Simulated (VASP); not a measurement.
OSZICAR of a VASP run on In (space group I4/mmm):

**OSZICAR**
```
       N       E                     dE             d eps       ncg     rms          rms(c)
DAV:   1     0.552335108201E+02    0.55234E+02   -0.46366E+03  2566   0.103E+03
DAV:   2    -0.811702975462E+00   -0.56045E+02   -0.55394E+02  2586   0.231E+02
DAV:   3    -0.254993951524E+01   -0.17382E+01   -0.17345E+01  2946   0.484E+01
DAV:   4    -0.258259794690E+01   -0.32658E-01   -0.32653E-01  3170   0.642E+00
DAV:   5    -0.258385461327E+01   -0.12567E-02   -0.12566E-02  2982   0.109E+00    0.229E+00
DAV:   6    -0.256232166375E+01    0.21533E-01   -0.35613E-02  2854   0.393E+00    0.117E+00
DAV:   7    -0.255685953480E+01    0.54621E-02   -0.12853E-02  2924   0.223E+00    0.240E-01
DAV:   8    -0.255646006537E+01    0.39947E-03   -0.65814E-04  2828   0.510E-01    0.299E-02
DAV:   9    -0.255646341411E+01   -0.33487E-05   -0.11232E-05  3438   0.467E-02    0.966E-03
DAV:  10    -0.255646385586E+01   -0.44175E-06   -0.61295E-07  1636   0.860E-03
   1 F= -.25564639E+01 E0= -.25474492E+01  d E =-.180293E-01
```

Problem. Which electronic solver shows in the log?

Solution. It is blocked Davidson (ALGO = Normal, or the opening steps of other solvers). The INCAR had ALGO = Normal.

Problem. Can the final energy be trusted as converged?

Solution. The calculation finished and met its thresholds. It stopped with EDIFF = 1E-6, NELM = 100 (PBE GGA, plane waves, VASP's PBE PAW potentials (set 64)).

The structure comes from a computed database's In entry; how it stands against other phases isn't given here. The cell was not relaxed at this level. The run is one of a series of settings (ENCUT = 270 against the base run), some of them coarse on purpose.
